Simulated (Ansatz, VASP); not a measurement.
# SnMo (NiAs type (invented)) in two plane-wave programs, part 2 of 2

One calculation is typed for both programs; each brings its own data sets. How far apart do they land? The cell is generated by rule, not measured, and may not be a known phase. Of the first pair: The two relaxations start from unlike cells of this crystal (the structure described is Ansatz's start), so only their ends are compared.

VASP 6.6.1 and Ansatz 0.2.0.

So far: Starting point; Ansatz: relaxation of cell and atoms, LDA, pair 1; VASP: relaxation of cell and atoms, LDA, pair 1.

**4. Comparison**

Known differences besides the potentials themselves: the two LDA forms differ slightly; the cutoff is 420 eV in Ansatz and 500 eV in VASP; VASP's log shows a relativistic correction to its local exchange, Ansatz's none; Ansatz adds a Pulay correction to the stress that steers its cell, VASP none. Total energies have different zeros and are not compared.

Compared:

| quantity | Ansatz | VASP | difference |
| --- | --- | --- | --- |
| volume (Å³) | 71.49 | 71.76 | -0.38 % |
| edge a after relaxation, in the typed setting (Å) | 3.141 | 3.142 | -0.01 % |
| edge c after relaxation, in the typed setting (Å) | 8.365 | 8.396 | -0.37 % |

**5. Ansatz: relaxation of cell and atoms, LDA, pair 2**

The relaxed volume is the usual yardstick between codes: in a stiff, nearly cubic crystal its relative difference is about their pressure difference at one cell divided by the bulk modulus. Its start cell is another than that of the pair before, and may be another structure of the material.

The cell is taken from a series of runs on this material, whose earlier steps may have relaxed, scaled, displaced or heated it; both programs get it as it stands.

input.yaml

```yaml
crystal:
  lattice:
    - [3.1413930373, 0.0, 0.0]
    - [-1.5706965186, 2.7205261736, 0.0]
    - [0.0, 0.0, 8.3649853362]
  atoms:
    - { symbol: Mo, position: [0.0, 0.0, 0.0] }
    - { symbol: Mo, position: [0.0, 0.0, 0.5] }
    - { symbol: Sn, position: [0.3333333333, 0.6666666667, 0.25] }
    - { symbol: Sn, position: [0.6666666667, 0.3333333333, 0.75] }
kpoints:
  mp_grid: { grid: [15, 15, 6] }
hamiltonian:
  xc: lda
scf:
  occupations: { method: gaussian, width: 0.1 }
output:
  forces: true
  stress: true
  eigenvalues: true
  write_density: true
  write_potential: true
  elf: true
  volumetric_format: npy
relax:
  adjacent_minimum: "off"
  f_tol: 0.005
  max_steps: 80
  cell: { stress_tol: 0.05 }
```

Command:

```
$ ansatz run input.yaml --threads 2 --pin off --max-ram 5120MiB --backend cpu --events-out ev --progress --plain --runs-dir out
```

Numbers of over 12 decimals in the logs are rounded to 6 here.

What it wrote:

```text
[...]
Crystal: 4 atoms, lattice volume = 71.489 Å³
Basis set: ecut = 420 eV, 1371 PW (Γ)
Bands: 34, of which v1, the nominal top of the filled ones, is band 28 counted from 1 (27 counted from 0)
Symmetry: 24 space group operations
[...]
k-points: 108 of 1350
[...]
--- Relaxed structure (4 steps of the walk, 4 accepted, 1 SCFs on fresh bases) ---
[...]
cell:  # Å, volume = 71.5240 Å³
    - [3.139404, -2.8849122236838566e-11, 0.0]
    - [-1.569702, 2.718804, 0.0]
    - [0.0, 0.0, 8.379663]
  atoms:
    - { symbol: Mo, position: [0, 0, 0.0] }
    - { symbol: Mo, position: [0, 0, 0.5] }
    - { symbol: Sn, position: [0.333333, 0.666667, 0.25] }
    - { symbol: Sn, position: [0.666667, 0.333333, 0.75] }
[key lines of the parts left out:]
SCF converged after 7 iterations
Free energy (F): -21443.699285 eV
Fermi energy:    17.552803 eV
P = ⅓ Tr σ = 0.0044 GPa (0.044 kbar)
```

**6. VASP: relaxation of cell and atoms, LDA, pair 2**

The same cell, functional (in two slightly different forms), mesh and smearing now go to VASP, with its own data sets.

INCAR

```
SYSTEM = SnMo
PREC = Accurate
ENCUT = 500
EDIFF = 1E-07
NELM = 120
ISMEAR = 0
SIGMA = 0.1
LREAL = .FALSE.
ALGO = Normal
GGA = CA
NBANDS = 34
LASPH = .TRUE.
LORBIT = 11
LWAVE = .FALSE.
LCHARG = .FALSE.
ISIF = 3
IBRION = 2
NSW = 80
EDIFFG = -0.005
GGA_COMPAT = .FALSE.
NELMIN = 4
KPAR = 2
```

POSCAR

```
SnMo
1.0
    3.1413930000      0.0000000000      0.0000000000
   -1.5706970000      2.7205260000      0.0000000000
    0.0000000000      0.0000000000      8.3649850000
Mo Sn
2 2
Direct
    0.0000000000      0.0000000000      0.0000000000
    0.0000000000      0.0000000000      0.5000000598
    0.3333334394      0.6666666667      0.2499999701
    0.6666668789      0.3333333333      0.7500000299
```

KPOINTS

```
Automatic mesh
0
Gamma
15 15 6
0 0 0
```

The projector-augmented-wave data sets are Mo_sv and Sn_d (LDA family, release 64).

Command:

```
$ mpirun -np 2 vasp_std
```

What it wrote:

```text
[... set-up lines as in an earlier step ...]
 entering main loop
       N       E                     dE             d eps       ncg     rms          rms(c)
DAV:   1     0.713634252245E+03    0.71363E+03   -0.28247E+04  7668   0.249E+03
DAV:   2     0.451312330976E+02   -0.66850E+03   -0.65754E+03  7456   0.643E+02
DAV:   3    -0.301945405178E+02   -0.75326E+02   -0.73507E+02  8386   0.203E+02
DAV:   4    -0.334851862344E+02   -0.32906E+01   -0.32289E+01  8718   0.428E+01
[...]
DAV:  12    -0.321812163837E+02    0.22803E-05   -0.27439E-05  9398   0.427E-02    0.727E-03
DAV:  13    -0.321812164295E+02   -0.45831E-07   -0.12873E-06  7442   0.805E-03    0.145E-03
DAV:  14    -0.321812163850E+02    0.44462E-07   -0.93140E-08  4314   0.316E-03
   1 F= -.32181216E+02 E0= -.32173019E+02  d E =-.321812E+02
[... from here on, the cycles between the ionic steps are left out ...]
   2 F= -.32178961E+02 E0= -.32170735E+02  d E =0.225582E-02
   3 F= -.32182089E+02 E0= -.32173883E+02  d E =-.872946E-03
   4 F= -.32182089E+02 E0= -.32173883E+02  d E =-.872800E-03
   5 F= -.32182146E+02 E0= -.32173982E+02  d E =-.564634E-04
   6 F= -.32182163E+02 E0= -.32174040E+02  d E =-.742110E-04
[...]
reached required accuracy - stopping structural energy minimisation
```

Parts of OUTCAR (step 6):

```text
  Total        0.0022529      0.0022529      0.0038595     -0.0000000      0.0000000      0.0000000
  in kB        0.0502967      0.0502967      0.0861668     -0.0000000      0.0000000      0.0000000
  external PRESSURE =       0.0622534 kB  Pullay stress =       0.0000000 kB

 POSITION                                       TOTAL-FORCE (eV/Angst)
 -----------------------------------------------------------------------------------
     -0.00000      0.00000      0.00000        -0.000000     -0.000000      0.000000
      0.00000      0.00000      4.19649        -0.000000     -0.000000      0.000000
     -0.00000      1.81413      2.09824        -0.000000     -0.000000     -0.000000
      1.57108      0.90706      6.29473         0.000000      0.000000      0.000000
 -----------------------------------------------------------------------------------
    total drift:                               -0.000425     -0.000000     -0.000848

  FREE ENERGIE OF THE ION-ELECTRON SYSTEM (eV)
  ---------------------------------------------------
  free  energy   TOTEN  =       -32.1821633959 eV

  energy  without entropy=      -32.1659163817  energy(sigma->0) =      -32.17403989

[... 1 part as in an earlier step ...]

[... 3 further parts left out ...]
[key lines of the parts left out:]
E-fermi :  11.8107
```

**7. Differences**

Both answers:

| quantity | Ansatz | VASP | difference |
| --- | --- | --- | --- |
| volume (Å³) | 71.52 | 71.76 | -0.33 % |
| edge a after relaxation, in the typed setting (Å) | 3.139 | 3.142 | -0.09 % |
| edge c after relaxation, in the typed setting (Å) | 8.380 | 8.393 | -0.16 % |

**8. Results**

| Quantity | Value |
| --- | --- |
| difference in volume (relaxation of cell and atoms, LDA, pair 1) | -0.38 % |
| difference in volume (relaxation of cell and atoms, LDA, pair 2) | -0.33 % |

**Reading.** The difference in volume is -0.38 % (relaxation of cell and atoms, LDA, pair 1), within the 1.2 % picked in this series as the mark of a large difference, as far as the stopping tolerances let one tell. How closely two codes agree says nothing of how well the functional describes the real material.

[Lines on the potential files, build, host, timing and source positions are cut from VASP's logs without a mark.]

[Logs are printed without paths, hosts, clocks, repeated set-up lines and the standing remarks that a program may print on its own settings, such as how far it seeks lower states.]

[Hosts, paths, dates, database ids (printed as entryN), source tags and the programs' standing remarks are cut or masked in the printed files.]
